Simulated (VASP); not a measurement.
Set up this calculation in VASP 6.6.1, as the native input.

| Property | Result |
| --- | --- |
| Task | vibrations by finite differences |
| Functional | LDA |
| Potentials or basis | VASP PAW LDA potentials, release 64 (La, C) |
| Cutoff | 520 eV |
| k mesh | 16 × 16 × 16 |
| Occupations | gaussian, width 0.1 eV |
| Spin | no spin polarisation |
| Ions in elastic constants | relaxed |
| Further INCAR settings | ALGO = Normal; EDIFF = 1e-08; NBANDS = 16; IBRION = 6; POTIM = 0.015; NSW = 1; ISIF = 3 |

The structure of LaC2 lies in POSCAR:

```
LaC2                                    
1.0
   -1.9296411248      1.9296411248      3.2478502537
    1.9296411248     -1.9296411248      3.2478502537
    1.9296411248      1.9296411248     -3.2478502537
  La              C             
     1     2
Direct
     0.0000000000000000    0.0000000000000000    0.0000000000000000
     0.4009638202292143    0.4009638202292143    0.0000000000000000
     0.5990361797707856    0.5990361797707856    0.0000000000000000
```

These files were run (other wordings do the same):

INCAR

```
ALGO = Normal ; EDIFF = 1E-8
ENCUT = 520 ; GGA = CA
IBRION = 6 ; ISIF = 3
ISMEAR = 0 ; KPAR = 4
LASPH = True ; LCHARG = False
LREAL = False ; LWAVE = False
NBANDS = 16 ; NELM = 60
NFREE = 2 ; NSW = 1
POTIM = 0.015 ; PREC = Accurate
SIGMA = 0.1
```

KPOINTS

```
k-points
0
Gamma
  16 16 16
```

Potentials or basis: VASP PAW LDA potentials, release 64 (La, C).

Launch:

```sh
$ cat potpaw_LDA.64/La/POTCAR potpaw_LDA.64/C/POTCAR > POTCAR
$ mpirun -np 4 vasp_std > vasp.out
```

It gave:

- Voigt bulk modulus: 112 GPa
- Highest phonon frequency at Γ: 1683 cm⁻¹

Wall time 13 min on 4 MPI ranks on Intel(R) Xeon(R) 6975P-C (Granite Rapids) (shared host), peak memory 1.5 GiB a rank.
